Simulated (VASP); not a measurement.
Given:

```
Cs
1.0
   -3.06707     3.06707     3.06707
    3.06707    -3.06707     3.06707
    3.06707     3.06707    -3.06707
Cs
1
Direct
  0.00000   0.00000   0.00000
```

These are PW91 GGA, VASP's PBE PAW potentials (set 64) (plane waves; VASP) values and carry that method's errors. Run with 520 eV cut-off, 10×10×10 Γ-centred mesh, tetrahedra with Blöchl corrections, potentials Cs_sv.

Unless said otherwise, spin-orbit coupling is left out, though it shifts the bands of the heavy elements here.

Task: What does the run give for the energy per atom (σ→0), band gap (on the k-mesh) with the smallest direct gap where there is one?

Result: 
```yaml
band gap (on the k-mesh): none (metal, semimetal or under 0.01 eV)
energy per atom (σ→0): -0.850 eV/atom
```

Total energies compare only between runs with the same potentials, cut-off and functional.

The compound is Cs in the bcc structure. It was relaxed first.
